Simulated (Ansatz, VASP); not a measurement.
# Si in two plane-wave programs, part 2 of 2

Aim: how closely do two programs agree when they are given the same cell, functional and k mesh? The structure shown is frame 161 of Ansatz's trajectory.

VASP 6.6.1 and Ansatz 0.2.0.

So far: Set-up; Ansatz: dynamics, LDA.

**3. VASP: single point, LDA**

Level of this step: LDA; plane waves and PAW (Si) (VASP).

The same cell, functional (in two slightly different forms), mesh and smearing now go to VASP, with its own data sets.

Lines of VASP's logs that name or quote its potential files are left out, and so is its time.

INCAR

```
SYSTEM = Si
PREC = Accurate
ENCUT = 400
EDIFF = 1E-06
NELM = 120
ISMEAR = -1
SIGMA = 0.05
LREAL = Auto
ALGO = Normal
GGA = CA
NBANDS = 176
LORBIT = 11
LWAVE = .FALSE.
LCHARG = .FALSE.
ISIF = 2
LASPH = .TRUE.
GGA_COMPAT = .FALSE.
EFERMI = MIDGAP
NCORE = 2
```

POSCAR

```
Si
1.0
   10.8620000000      0.0000000000      0.0000000000
    0.0000000000     10.8620000000      0.0000000000
    0.0000000000      0.0000000000     10.8620000000
Si
64
Direct
    0.9998434911      0.0020162033      0.9883446879
    0.1226385564      0.1215061683      0.1222518873
    0.0039863745      0.2462437857      0.2493555515
    0.1194163138      0.3684588474      0.3689928190
    0.2522923955      0.9954704474      0.2529368440
    0.3689928190      0.1161388326      0.3755293684
    0.2535444669      0.2435186890      0.0020346161
    0.3771496962      0.3664886761      0.1246823789
    0.0017308046      0.9956821948      0.4986190389
    0.1295709814      0.1226569693      0.6204658442
    0.9999907936      0.2605873688      0.7459491806
    0.1257042902      0.3702633033      0.8824802062
    0.2527343031      0.0042533603      0.7563340085
    0.3809611490      0.1338427546      0.8786319278
    0.2607070521      0.2457834653      0.5030933530
    0.3742128521      0.3785674830      0.6314582950
    0.9983428466      0.5040324066      0.0085619591
    0.1325814767      0.6293776468      0.1404069232
    0.0005247652      0.7571902044      0.2490885656
    0.1317160744      0.8730528448      0.3746547597
    0.2510679433      0.4946879028      0.2551371755
    0.3738998343      0.6231909409      0.3709261646
    0.2558644817      0.7495120604      0.9956361628
    0.3793132020      0.8677131283      0.1225004603
    0.0036457374      0.5077425888      0.4961609280
    0.1233290370      0.6207788621      0.6257595286
    0.9932701160      0.7455072731      0.7450745719
    0.1176763027      0.8742036457      0.8726937949
    0.2448444117      0.5016295342      0.7529092248
    0.3799392377      0.6282268459      0.8758700055
    0.2550727306      0.7472104585      0.5074295710
    0.3772325539      0.8852697477      0.6330417971
    0.5004695268      0.9960872767      0.9929570981
    0.6166728043      0.1254280980      0.1245534892
    0.5046768551      0.2523108083      0.2539311361
    0.6209814031      0.3748573007      0.3846529184
    0.7417050267      0.9977536365      0.2441999632
    0.8694807586      0.1172343951      0.3714048978
    0.7448720309      0.2591235500      0.0030933530
    0.8705026699      0.3743509483      0.1320567115
    0.5122905542      0.0055790830      0.5046308231
    0.6357945130      0.1255754005      0.6295525686
    0.5046952679      0.2541060578      0.7464187074
    0.6215522003      0.3763579451      0.8773522372
    0.7580556067      0.9947063156      0.7447523476
    0.8725833180      0.1322224268      0.8680997975
    0.7529644633      0.2475234763      0.5044835205
    0.8792027251      0.3766525502      0.6208064813
    0.4959767999      0.4980574480      0.0070797275
    0.6307125760      0.6211010864      0.1278862088
    0.4952955257      0.7399558092      0.2499631744
    0.6200147303      0.8709814031      0.3727030013
    0.7375713497      0.5001473025      0.2557632112
    0.8681826551      0.6323421101      0.3796814583
    0.7528079543      0.7490701528      0.0018320751
    0.8736236421      0.8762382618      0.1225188731
    0.4976063340      0.5045479654      0.4953875898
    0.6173172528      0.6227214141      0.6231449089
    0.5035812926      0.7475787148      0.7517860431
    0.6296354263      0.8817252808      0.8795525686
    0.7483428466      0.5002946050      0.7499815872
    0.8727582397      0.6204106058      0.8672159823
    0.7443380593      0.7506260357      0.5045663782
    0.8757042902      0.8723715706      0.6178328116
```

KPOINTS

```
Automatic mesh
0
Gamma
1 1 1
0 0 0
```

The projector-augmented-wave data sets are Si (LDA family, release 64).

Run with:

```bash
$ mpirun -np 8 vasp_gam
```

Numbers of over 12 decimals in the logs are rounded to 6 here.

The log of the run:

```text
[banner, memory and clock lines left out]
running    8 mpi-ranks, on    1 nodes
[...]
LDA part: xc-table for (Slater(with rela. corr.)+CA(PZ))
 , standard interpolation
 POSCAR, INCAR and KPOINTS ok, starting setup
[...]
entering main loop
       N       E                     dE             d eps       ncg     rms          rms(c)
DAV:   1     0.108733050534E+04    0.10873E+04   -0.94758E+04   352   0.104E+03
DAV:   2    -0.231286443129E+03   -0.13186E+04   -0.12185E+04   456   0.192E+02
DAV:   3    -0.377324248922E+03   -0.14604E+03   -0.14012E+03   440   0.569E+01
DAV:   4    -0.381646254506E+03   -0.43220E+01   -0.42940E+01   432   0.122E+01
[...]
DAV:  12    -0.372047435249E+03   -0.24293E-04   -0.11897E-04   432   0.200E-02    0.295E-02
DAV:  13    -0.372047428102E+03    0.71466E-05   -0.51522E-05   392   0.141E-02    0.945E-03
DAV:  14    -0.372047427599E+03    0.50302E-06   -0.75143E-06   392   0.454E-03
   1 F= -.37204743E+03 E0= -.37202759E+03  d E =-.396739E-01
```

From OUTCAR (step 3):

```text
  Total       -3.7673183     -3.4400867     -3.3288567     -0.1622520      3.3559610      1.5824647
  in kB       -4.7099197     -4.3008131     -4.1617529     -0.2028483      4.1956387      1.9784051
  external PRESSURE =      -4.3908286 kB  Pullay stress =       0.0000000 kB

 POSITION                                       TOTAL-FORCE (eV/Angst)
 -----------------------------------------------------------------------------------
     10.86030      0.02190     10.73540        -0.796384      0.336256      0.921284
      1.33210      1.31980      1.32790         0.533840     -0.490464      0.130927
      0.04330      2.67470      2.70850        -1.387337     -0.582480     -0.414283
      1.29710      4.00220      4.00800         1.156718      0.554551      1.515633
      2.74040     10.81280      2.74740        -0.267486     -0.227641     -1.265749
      4.00800      1.26150      4.07900         1.820742      0.923850      0.254704
      2.75400      2.64510      0.02210        -0.492960      0.408475      0.299784
      4.09660      3.98080      1.35430        -0.341811      0.698323      0.657483
      0.01880     10.81510      5.41600         0.183519      0.374234     -0.455377
      1.40740      1.33230      6.73950        -0.438150      0.434897      0.750659
     10.86190      2.83050      8.10250         0.684947     -1.226361      0.160580
      1.36540      4.02180      9.58550        -0.213955      0.757161      0.008707
      2.74520      0.04620      8.21530        -0.557807      0.169089      0.066112
      4.13800      1.45380      9.54370        -0.003846     -0.900600     -0.865270
[...]
-----------------------------------------------------------------------------------
    total drift:                                0.008428      0.001945      0.005029

  FREE ENERGIE OF THE ION-ELECTRON SYSTEM (eV)
  ---------------------------------------------------
  free  energy   TOTEN  =      -372.0474275991 eV

  energy  without entropy=     -372.0077537116  energy(sigma->0) =     -372.02759066

[... 2 further parts left out ...]
```

The run ends at a pressure of -0.44 GPa, with forces up to 2.1 eV/Å.

**4. Differences**

Known differences besides the potentials themselves: the two LDA forms differ slightly; the cutoff is 420 eV in Ansatz and 400 eV in VASP (PREC = Accurate, projectors in real space); VASP's log shows a relativistic correction to its local exchange, Ansatz's none. Total energies have different zeros and are not compared.

Forces on 9 of the 64 atoms, those with the largest forces and the largest differences (eV/Å; atoms numbered as in POSCAR):

| atom | Ansatz x, y, z | VASP x, y, z |
| --- | --- | --- |
| Si3 | -1.386, -0.582, -0.415 | -1.387, -0.582, -0.414 |
| Si4 | 1.155, 0.554, 1.512 | 1.157, 0.555, 1.516 |
| Si6 | 1.818, 0.923, 0.256 | 1.821, 0.924, 0.255 |
| Si18 | -0.393, -0.173, -1.537 | -0.394, -0.174, -1.540 |
| Si23 | -1.177, 0.125, 0.570 | -1.181, 0.124, 0.571 |
| Si33 | -0.463, 0.828, 1.078 | -0.463, 0.830, 1.080 |
| Si53 | 1.596, -0.486, 0.652 | 1.600, -0.487, 0.654 |
| Si60 | 0.470, -1.328, -0.959 | 0.470, -1.330, -0.963 |
| Si62 | 0.215, 0.406, 1.257 | 0.217, 0.408, 1.261 |

The forces differ by 1.7 meV/Å r.m.s., which is 0.3 % of the r.m.s. force of 0.604 eV/Å (both taken over all components).

**5. Results**

| Quantity | Value |
| --- | --- |
| r.m.s. force difference (single point, LDA) | 0.28 % of the r.m.s. force |

In words: The r.m.s. force difference is 0.28 % of the r.m.s. force (single point, LDA), within the 3 % picked in this series as the mark of a large difference. 2 further runs of this series are not shown here. Such differences can come from data sets, numerical settings and the points named under the comparisons, not from the functional's error against experiment.

[Lines on the potential files, build, host, timing and source positions are cut from VASP's logs without a mark.]

[Logs are printed without paths, hosts, clocks, repeated set-up lines and the standing remarks that a program may print on its own settings, such as how far it seeks lower states.]

[Hosts, paths, dates, database ids (printed as entryN), source tags and the programs' standing remarks are cut or masked in the printed files.]
